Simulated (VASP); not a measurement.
```xyz
5
Lattice="4.0163 0.0000 0.0000 0.0000 4.0163 0.0000 0.0000 0.0000 4.0163" Properties=species:S:1:pos:R:3 pbc="T T T"
K      0.0000     0.0000     0.0000
Ta     2.0082     2.0082     2.0082
O      2.0082     0.0000     2.0082
O      0.0000     2.0082     2.0082
O      2.0082     2.0082     0.0000
```

All values below come from optB88-vdW, VASP's PBE PAW potentials (set 64) (plane waves; VASP). Settings: 520 eV cut-off, 6×6×6 Γ-centred mesh, tetrahedra with Blöchl corrections, potentials K_sv Ta_pv O.

Unless said otherwise, spin-orbit coupling is left out, though it shifts the bands of the heavy elements here.

Q: Tabulate the total density of states (states/eV per cell) against energy (eV; zero at the valence-band maximum or, without a gap, the Fermi level).

A: 
| E (eV) | DOS (states/eV) |
|---|---|
| -9.92 | 0.00 |
| -9.68 | 0.00 |
| -9.56 | 0.00 |
| -9.32 | 0.00 |
| -9.08 | 0.00 |
| -8.96 | 0.00 |
| -8.72 | 0.00 |
| -8.60 | 0.00 |
| -8.36 | 0.00 |
| -8.12 | 0.00 |
| -8.00 | 0.00 |
| -7.76 | 0.00 |
| -7.52 | 0.00 |
| -7.40 | 0.00 |
| -7.16 | 0.00 |
| -7.04 | 0.00 |
| -6.80 | 0.00 |
| -6.56 | 0.00 |
| -6.44 | 0.00 |
| -6.20 | 0.00 |
| -5.96 | 0.00 |
| -5.84 | 0.00 |
| -5.60 | 0.00 |
| -5.36 | 1.92 |
| -5.24 | 2.17 |
| -5.00 | 2.19 |
| -4.88 | 2.21 |
| -4.64 | 2.81 |
| -4.40 | 1.76 |
| -4.28 | 1.88 |
| -4.04 | 2.27 |
| -3.80 | 2.25 |
| -3.68 | 2.56 |
| -3.44 | 3.19 |
| -3.20 | 4.23 |
| -3.08 | 5.08 |
| -2.84 | 5.95 |
| -2.72 | 5.87 |
| -2.48 | 4.11 |
| -2.24 | 2.62 |
| -2.12 | 2.26 |
| -1.88 | 2.51 |
| -1.64 | 2.09 |
| -1.52 | 1.15 |
| -1.28 | 4.28 |
| -1.16 | 7.36 |
| -0.92 | 6.64 |
| -0.68 | 3.45 |
| -0.56 | 2.84 |
| -0.32 | 3.02 |
| -0.08 | 1.22 |
| 0.04 | 0.06 |
| 0.28 | 0.00 |
| 0.52 | 0.00 |
| 0.64 | 0.00 |
| 0.88 | 0.00 |
| 1.00 | 0.00 |
| 1.24 | 0.00 |
| 1.48 | 0.00 |
| 1.60 | 0.00 |
| 1.84 | 0.00 |
| 2.08 | 0.00 |
| 2.20 | 0.07 |
| 2.44 | 0.32 |
| 2.68 | 0.59 |
| 2.80 | 0.72 |
| 3.04 | 1.22 |
| 3.16 | 1.19 |
| 3.40 | 1.15 |
| 3.64 | 1.18 |
| 3.76 | 1.24 |
| 4.00 | 1.39 |
| 4.24 | 1.73 |
| 4.36 | 2.35 |
| 4.60 | 3.11 |
| 4.72 | 3.27 |
| 4.96 | 3.20 |
| 5.20 | 1.97 |
| 5.32 | 1.91 |
| 5.56 | 1.66 |
Within 2 eV below the valence-band maximum the largest weight inside VASP's projection spheres is O p.

The compound is KTaO3 in the cubic perovskite structure. It was relaxed first.
